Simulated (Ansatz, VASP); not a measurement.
**Two plane-wave programs on Li15PbS8 (a cell with a defect)**

```
CELL_PARAMETERS angstrom
0.00000 5.67034 5.67034
5.67034 0.00000 5.67034
5.67034 5.67034 0.00000
ATOMIC_POSITIONS crystal
Pb 0.37500 0.37500 0.37500
Li 0.37366 0.37366 0.87634
Li 0.37366 0.87634 0.37366
Li 0.37366 0.87634 0.87634
Li 0.87634 0.37366 0.37366
Li 0.87634 0.37366 0.87634
Li 0.87634 0.87634 0.37366
Li 0.87500 0.87500 0.87500
Li 0.12500 0.12500 0.12500
Li 0.11774 0.11774 0.63226
Li 0.11774 0.63226 0.11774
Li 0.11774 0.63226 0.63226
Li 0.63226 0.11774 0.11774
Li 0.63226 0.11774 0.63226
Li 0.63226 0.63226 0.11774
Li 0.62500 0.62500 0.62500
S 0.00008 0.00008 0.00008
S 0.00008 0.00008 0.49975
S 0.00008 0.49975 0.00008
S 0.96264 0.51245 0.51245
S 0.49975 0.00008 0.00008
S 0.51245 0.96264 0.51245
S 0.51245 0.51245 0.96264
S 0.51245 0.51245 0.51245
```

Alike in both runs: functional PBE; k mesh 3 × 3 × 3; occupations fermi-dirac, width 0.01 eV; collinear spin.

Ansatz relaxed the structure, and its values are those at the end. VASP's run is a single point on that final structure, the one shown.

|  | VASP | Ansatz |
| --- | --- | --- |
| version | VASP 6.6.1 | Ansatz 0.2.0 |
| potentials or method | VASP PAW PBE potentials, release 64 (Pb_d, Li_sv, S) | plane-wave PAW, scalar-relativistic |
| plane-wave cutoff (eV) | 520 | 420 |
| valence electrons in the cell | 107 | 107 |

|  | VASP | Ansatz | Ansatz less VASP |
| --- | --- | --- | --- |
| rms of the force components (eV/Å) | 0.007 | 0.005 | -0.0023 |
| net moment per atom (μB) | 0.03 | 0.01 | -0.018 |
| size of the moment on the site where the two differ most (μB) | 0.10 | 0.03 | -0.076 |

Site moments also hang on the region over which each program counts them. Ansatz warned: «gradients_without_spin_orbit».

 Spin-orbit coupling is left out, which matters for the levels of Pb.
